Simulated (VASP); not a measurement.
# Sn2GeO3 (Pmmn) in VASP: phonons with PBE

Aim: the phonons of Sn2GeO3 with PBE.

All numbers are computed with VASP 6.6.1; they aren't measurements. Logs are shortened: lines on timing, memory, paths and dates and some standing lists are left out, and cuts for length are marked.

## (1) Starting point

It takes space group Pmmn (No. 59, orthorhombic). The conventional cell has a = 3.990 Å, b = 10.748 Å, c = 4.921 Å, α = 90.00°, β = 90.00°, γ = 90.00°. Around Sn (site symmetry m) lie 4 O at 2.22 to 2.28 Å. Ge (site symmetry mm2) is surrounded by 4 O at 2.04 to 2.18 Å. Around O (site symmetry m) lie 1 Ge at 2.04 Å and 3 Sn at 2.25 to 2.28 Å. O (site symmetry mm2) has 2 Ge at 2.18 Å and 2 Sn at 2.22 Å as nearest neighbours.

The cell was built by a generator and needn't be a form met in nature.

## (2) Phonons, PBE

File POSCAR:

```
Sn2GeO3
1.0
    3.9898500000      0.0000000000      0.0000000000
    0.0000000000     10.7483700000      0.0000000000
    0.0000000000      0.0000000000      4.9208400000
Sn Ge O
4 2 6
Direct
    0.0000000000      0.3340430000      0.2590280000
    0.0000000000      0.6659570000      0.2590280000
    0.5000000000      0.1659570000      0.7409720000
    0.5000000000      0.8340430000      0.7409720000
    0.0000000000      0.0000000000      0.2972840000
    0.5000000000      0.5000000000      0.7027160000
    0.0000000000      0.1607250000      0.5166060000
    0.0000000000      0.8392750000      0.5166060000
    0.0000000000      0.5000000000      0.5260370000
    0.5000000000      0.3392750000      0.4833940000
    0.5000000000      0.6607250000      0.4833940000
    0.5000000000      0.0000000000      0.4739630000
```

File INCAR.step1:

```
SYSTEM = Sn2GeO3
ALGO     = Normal         ! electronic algorithm
EDIFF    = 1E-8           ! SCF threshold, eV
EDIFFG   = -0.002         ! ionic threshold
ENCUT    = 520            ! plane-wave cutoff, eV
GGA      = PE             ! functional
IBRION   = 2              ! ionic algorithm
ISIF     = 3              ! what is computed and relaxed
ISMEAR   = 0              ! smearing method
KPAR     = 8            
LASPH    = .TRUE.         ! aspherical terms in the spheres
LCHARG   = .FALSE.        ! write CHGCAR
LREAL    = .FALSE.        ! projectors in reciprocal space
LWAVE    = .FALSE.        ! write WAVECAR
NELM     = 80             ! most SCF steps
NSW      = 40             ! ionic steps
PREC     = Accurate       ! precision mode
SIGMA    = 0.03           ! smearing width, eV
```

File INCAR.step2:

```
SYSTEM = Sn2GeO3
ALGO     = Normal         ! electronic algorithm
EDIFF    = 1E-8           ! SCF threshold, eV
ENCUT    = 520            ! plane-wave cutoff, eV
GGA      = PE             ! functional
IBRION   = 6              ! ionic algorithm
ISIF     = 2              ! what is computed and relaxed
ISMEAR   = 0              ! smearing method
KPAR     = 8            
LASPH    = .TRUE.         ! aspherical terms in the spheres
LCHARG   = .FALSE.        ! write CHGCAR
LREAL    = .FALSE.        ! projectors in reciprocal space
LWAVE    = .FALSE.        ! write WAVECAR
NELM     = 80             ! most SCF steps
NFREE    = 2            
NSW      = 1              ! ionic steps
POTIM    = 0.015          ! step
PREC     = Accurate       ! precision mode
SIGMA    = 0.03           ! smearing width, eV
```

File KPOINTS:

```
k-points
0
G
  4 4 4
  0 0 0
```

Potentials or basis: VASP PAW PBE potentials, release 64 (Sn_d, Ge_d, O).

Run with:

```bash
cat potpaw_PBE.64/Sn_d/POTCAR potpaw_PBE.64/Ge_d/POTCAR potpaw_PBE.64/O/POTCAR > POTCAR
cp INCAR.step1 INCAR
mpirun -np 8 vasp_std > vasp.out
cp CONTCAR POSCAR
cp INCAR.step2 INCAR
mpirun -np 8 vasp_std > vasp.out
```

OUTCAR:

```text
SYSTEM = Sn2GeO3
   EDIFF = 1E-8
   ENCUT = 520
   GGA = PE
   IBRION = 6
   ISIF = 2
   ISMEAR = 0
   LASPH = .TRUE.
   LREAL = .FALSE.
   NELM = 80
   NFREE = 2
   NSW = 1
   POTIM = 0.015
   PREC = Accurate

 ion  position               nearest neighbor table
   1  0.000  0.334  0.261-   9 2.21   7 2.25  10 2.29  10 2.29   2 3.54   3 3.59   3 3.59   3 3.74
                             3 3.74
   2  0.000  0.666  0.261-   9 2.21   8 2.25  11 2.29  11 2.29   1 3.54   4 3.59   4 3.59   4 3.74
                             4 3.74
   3  0.500  0.166  0.739-  12 2.21  10 2.25   7 2.29   7 2.29   4 3.54   1 3.59   1 3.59   1 3.74
                             1 3.74
   4  0.500  0.834  0.739-  12 2.21  11 2.25   8 2.29   8 2.29   3 3.54   2 3.59   2 3.59   2 3.74
                             2 3.74
   5  0.000  0.000  0.298-   7 2.03   8 2.03  12 2.18  12 2.18
   6  0.500  0.500  0.702-  10 2.03  11 2.03   9 2.18   9 2.18
   7  0.000  0.160  0.519-   5 2.03   1 2.25   3 2.29   3 2.29
   8  0.000  0.840  0.519-   5 2.03   2 2.25   4 2.29   4 2.29
   9  0.000  0.500  0.529-   6 2.18   6 2.18   1 2.21   2 2.21
  10  0.500  0.340  0.481-   6 2.03   3 2.25   1 2.29   1 2.29
  11  0.500  0.660  0.481-   6 2.03   4 2.25   2 2.29   2 2.29
  12  0.500  0.000  0.471-   5 2.18   5 2.18   3 2.21   4 2.21

  LATTYP: Found a simple orthorhombic cell.
 ALAT       =     4.0187531860
 B/A-ratio  =     1.2336673797
 C/A-ratio  =     2.6522265827

  Lattice vectors:

 A1 = (  -4.0187531860,   0.0000000000,   0.0000000000)
 A2 = (   0.0000000000,   0.0000000000,   4.9578047125)
 A3 = (   0.0000000000,  10.6586440294,   0.0000000000)

Analysis of symmetry for initial positions (statically):
=====================================================================
 Subroutine PRICEL returns:
 Original cell was already a primitive cell.

 Routine SETGRP: Setting up the symmetry group for a
 simple orthorhombic supercell.

 Subroutine GETGRP returns: Found  8 space group operations
 (whereof  4 operations were pure point group operations)
 out of a pool of  8 trial point group operations.

The static configuration has the point symmetry C_2v.
 The point group associated with its full space group is D_2h.

Analysis of symmetry for dynamics (positions and initial velocities):
=====================================================================
 Subroutine PRICEL returns:
 Original cell was already a primitive cell.

 Routine SETGRP: Setting up the symmetry group for a
 simple orthorhombic supercell.

 Subroutine GETGRP returns: Found  8 space group operations
 (whereof  4 operations were pure point group operations)
 out of a pool of  8 trial point group operations.

The dynamic configuration has the point symmetry C_2v.
 The point group associated with its full space group is D_2h.

 Subroutine INISYM returns: Found  8 space group operations
 (whereof  4 operations are pure point group operations),
 and found     1 'primitive' translations

----------------------------------------------------------------------------------------

                                     Primitive cell

  volume of cell :     212.3649

  direct lattice vectors                    reciprocal lattice vectors
     4.018753186  0.000000000  0.000000000     0.248833395  0.000000000  0.000000000
     0.000000000 10.658644029  0.000000000     0.000000000  0.093820565  0.000000000
     0.000000000  0.000000000  4.957804713     0.000000000  0.000000000  0.201702176

  length of vectors
     4.018753186 10.658644029  4.957804713     0.248833395  0.093820565  0.201702176

  position of ions in fractional coordinates (direct lattice)
[... 118 lines left out ...]
     AMIX     =   0.40;   BMIX     =  1.00
     AMIX_MAG =   1.60;   BMIX_MAG =  1.00
  volume/ion in A,a.u.               =      17.70       119.43
  Fermi-wavevector in a.u.,A,eV,Ry     =   1.353446  2.557643 24.923380  1.831817
  Thomas-Fermi vector in A             =   2.480701
   LORBIT       =      0    0 simple, 1 ext, 2 COOP (PROOUT), +10 PAW based schemes
   GGA     = PE    functional components
   LHFCALC =     F    Hartree Fock is set to
   AEXX    =    0.0000 exact exchange contribution
   IVDW    =     0    specifies the selected vdW correction
   LEPSILON=     F    determine dielectric tensor
   LRPA    =     F    only Hartree local field effects (RPA)
 finite differences with symmetry
 non-spin polarized calculation
 Gauss-broadening in eV      SIGMA  =   0.03
  energy-cutoff  :      520.00
  volume of cell :      212.36
 maximum number of plane-waves:      5756
 NGX is ok and might be reduce to    30
   NGX = 15   NGY = 39   NGZ = 19

--------------------------------------- Ionic step        1  -------------------------------------------

 number of electron     119.9999950 magnetization

 Free energy of the ion-electron system (eV)
  ---------------------------------------------------
  ext. energy  EPLUGINS =         0.00000000
  ---------------------------------------------------
  free energy    TOTEN  =       -68.58468712 eV

  energy without entropy =      -68.58468712  energy(sigma->0) =      -68.58468712

------------------------ aborting loop because EDIFF is reached ----------------------------------------

  FORCE on cell =-STRESS in cart. coord.  units (eV):
  Direction    XX          YY          ZZ          XY          YZ          ZX
  --------------------------------------------------------------------------------------
  -------------------------------------------------------------------------------------
  Total        0.0040305      0.0001391      0.0083303      0.0000000      0.0000000      0.0000000
  in kB        0.0304078      0.0010496      0.0628477      0.0000000      0.0000000      0.0000000
  external PRESSURE =       0.0314350 kB  Pullay stress =       0.0000000 kB
[... 119 lines left out ...]
  FREE ENERGIE OF THE ION-ELECTRON SYSTEM (eV)
  ---------------------------------------------------
  free  energy   TOTEN  =       -68.5842928199 eV

  energy  without entropy=      -68.5842928199  energy(sigma->0) =      -68.58429282

[... ionic steps 4 to 22 ...]

--------------------------------------- Ionic step       23  -------------------------------------------

 number of electron     119.9999951 magnetization

------------------------ aborting loop because EDIFF is reached ----------------------------------------
[... 87 lines left out ...]
--------------------------------------- Ionic step       25  -------------------------------------------

 number of electron     119.9999946 magnetization

 Free energy of the ion-electron system (eV)
  ---------------------------------------------------
  ext. energy  EPLUGINS =         0.00000000
  ---------------------------------------------------
  free energy    TOTEN  =       -68.58392347 eV

  energy without entropy =      -68.58392347  energy(sigma->0) =      -68.58392347

 E-fermi :   5.7530     XC(G=0):  -9.9516

 val. band max:        5.6203698937   @ k =   0.0000   0.5000   0.0000
 cond. band min:       6.3036566276   @ k =   0.5000   0.5000   0.0000
 fundamental gap:      0.6832867339
 Fermi energy:         5.7529800243

 k-point     1 :       0.0000    0.0000    0.0000
  band No.  band energies     occupation
      1     -19.0464      2.00000
      2     -19.0220      2.00000
      3     -18.9973      2.00000
      4     -18.9927      2.00000
      5     -18.9739      2.00000
      6     -18.9673      2.00000
[... 1789 lines left out ...]
     71      11.3692      0.00000
     72      11.3790      0.00000

 [... further k-points ...]

------------------------ aborting loop because EDIFF is reached ----------------------------------------

  FORCE on cell =-STRESS in cart. coord.  units (eV):
  Direction    XX          YY          ZZ          XY          YZ          ZX
  --------------------------------------------------------------------------------------
  -------------------------------------------------------------------------------------
  Total       -0.0143654      0.1492153      0.0655703      0.0000000      0.0000000      0.0000000
  in kB       -0.1083793      1.1257484      0.4946922      0.0000000      0.0000000      0.0000000
  external PRESSURE =       0.5040204 kB  Pullay stress =       0.0000000 kB
[... 27 lines left out ...]
  FREE ENERGIE OF THE ION-ELECTRON SYSTEM (eV)
  ---------------------------------------------------
  free  energy   TOTEN  =       -68.5839234689 eV

  energy  without entropy=      -68.5839234689  energy(sigma->0) =      -68.58392347

 INTERNAL STRAIN TENSORS FROM DISPLACED ATOMS
 ============================================

 INTERNAL STRAIN TENSOR FOR ION    1 for displacements in x,y,z  (eV/Angst):
          X           Y           Z          XY          YZ          ZX
  --------------------------------------------------------------------------------
  x     0.00000     0.00000     0.00000    -0.61000     0.00000     4.95780
  y     0.12492     1.67332     0.19835     0.00000     5.51889     0.00000
  z    11.02794    11.10813    18.95204     0.00000    -0.18124     0.00000
[... 8 lines left out ...]
 INTERNAL STRAIN TENSOR FOR ION   12 for displacements in x,y,z  (eV/Angst):
          X           Y           Z          XY          YZ          ZX
  --------------------------------------------------------------------------------
  x     0.00000     0.00000     0.00000     0.00000     0.00000     3.53517
  y     0.00000     0.00000     0.00000     0.00000     4.90767     0.00000
  z    -1.16570     9.85430     3.94496     0.00000     0.00000     0.00000

 Eigenvectors and eigenvalues of the dynamical matrix
   1 f  =   13.435191 THz    84.415794 2PiTHz  448.149729 cm-1    55.563460 meV
   2 f  =   13.288659 THz    83.495109 2PiTHz  443.261961 cm-1    54.957454 meV
   3 f  =   12.588868 THz    79.098191 2PiTHz  419.919439 cm-1    52.063352 meV
   4 f  =   12.569537 THz    78.976732 2PiTHz  419.274634 cm-1    51.983406 meV
   5 f  =   12.453993 THz    78.250746 2PiTHz  415.420489 cm-1    51.505553 meV
   6 f  =   12.364769 THz    77.690137 2PiTHz  412.444312 cm-1    51.136554 meV
[... 24 lines left out ...]
  31 f  =    1.548590 THz     9.730077 2PiTHz   51.655397 cm-1     6.404450 meV
  32 f  =    0.011385 THz     0.071532 2PiTHz    0.379749 cm-1     0.047083 meV
  33 f/i=    0.005254 THz     0.033015 2PiTHz    0.175269 cm-1     0.021731 meV
  34 f/i=    0.011754 THz     0.073853 2PiTHz    0.392074 cm-1     0.048611 meV
  35 f/i=    2.582683 THz    16.227476 2PiTHz   86.149031 cm-1    10.681114 meV
  36 f/i=    3.154577 THz    19.820794 2PiTHz  105.225373 cm-1    13.046278 meV

 ELASTIC MODULI CONTR FROM IONIC RELAXATION (kBar)
 Direction    XX          YY          ZZ          XY          YZ          ZX
 --------------------------------------------------------------------------------
 XX        -437.8920    -77.0314   -479.0612     -0.0000      0.0000      0.0000
 YY         -77.0314   -604.7720   -510.5724     -0.0000     -0.0000      0.0000
 ZZ        -479.0612   -510.5724   -860.5989     -0.0000     -0.0000      0.0000
 XY          -0.0000     -0.0000     -0.0000    -18.3422      0.0000     -0.0000
 YZ          -0.0000      0.0000      0.0000      0.0000   -285.2116      0.0000
 ZX           0.0000      0.0000      0.0000     -0.0000      0.0000   -192.6112
 --------------------------------------------------------------------------------
```

Wall time 31 min (8 MPI ranks of Intel Xeon 6975P-C (Granite Rapids), shared host); peak memory 0.85 GiB.

Results:

- Relaxed volume: 17.70 Å³/atom
- Relaxed cell: a = 4.019 Å, b = 10.659 Å, c = 4.958 Å, α = 90.00°, β = 90.00°, γ = 90.00°
- Space group after relaxing (to 0.05 Å): Pmmn (No. 59)
- Highest phonon frequency at Γ, LO-TO splitting left out: 448 cm⁻¹
- Most unstable mode: 105i cm⁻¹

The path:
```tsv
step	energy change (eV)	largest force (eV/Å)	pressure (GPa)	volume (Å³)
1	0.0000	0.0095	0.04	211.03
2	-0.0002	0.0136	0.01	211.16
3	-0.0003	0.0209	-0.03	211.32
4	-0.0003	0.0238	-0.05	211.39
5	-0.0004	0.0192	0.01	211.38
6	-0.0004	0.0243	0.05	211.38
7	-0.0006	0.0204	0.04	211.50
8	-0.0008	0.0085	0.01	211.86
9	-0.0009	0.0155	-0.06	212.57
10	-0.0010	0.0094	-0.04	212.28
11	-0.0011	0.0102	0.02	212.36
12	-0.0011	0.0114	0.03	212.36
13	-0.0011	0.0139	0.04	212.38
14	-0.0011	0.0037	-0.01	212.60
15	-0.0011	0.0048	-0.02	212.65
16	-0.0011	0.0043	-0.02	212.63
17	-0.0012	0.0056	-0.01	212.61
18	-0.0012	0.0102	0.03	212.54
19	-0.0012	0.0103	0.03	212.54
20	-0.0012	0.0100	0.02	212.56
21	-0.0012	0.0097	-0.02	212.58
22	-0.0013	0.0080	-0.01	212.57
23	-0.0013	0.0029	0.00	212.52
24	-0.0013	0.0089	0.02	212.43
25	-0.0013	0.0044	0.00	212.50
26	-0.0013	0.0024	0.00	212.50
27	-0.0013	0.0028	-0.01	212.50
28	-0.0013	0.0028	-0.01	212.49
29	-0.0013	0.0028	-0.01	212.45
30	-0.0013	0.0069	0.01	212.36
31	-0.0013	0.0030	0.00	212.42
32	-0.0013	0.0023	0.00	212.41
33	-0.0013	0.0015	0.00	212.36
```

Final structure:
```
Sn Ge O
1.0
     4.01875    0.00000    0.00000
     0.00000   10.65864    0.00000
     0.00000    0.00000    4.95780
Sn Ge O
4 2 6
Direct
  0.00000 0.33410 0.26106
  0.00000 0.66590 0.26106
  0.50000 0.16590 0.73894
  0.50000 0.83410 0.73894
  0.00000 0.00000 0.29831
  0.50000 0.50000 0.70169
  0.00000 0.16046 0.51891
  0.00000 0.83954 0.51891
  0.00000 0.50000 0.52896
  0.50000 0.33954 0.48109
  0.50000 0.66046 0.48109
  0.50000 0.00000 0.47104
```

Phonon frequencies in cm⁻¹ (negative: imaginary):
```csv
q point,frequencies
"(0.000, 0.000, 0.000)",-105 -86 0 0 0 52 65 71 86 90 93 95 115 155 159 182 194 215 218 224 260 325 332 341 343 354 376 388 408 409 412 415 419 420 443 448
```

Caveat: the k mesh is coarse (spacing up to 0.39 Å⁻¹), so the values aren't converged; some modes are imaginary.
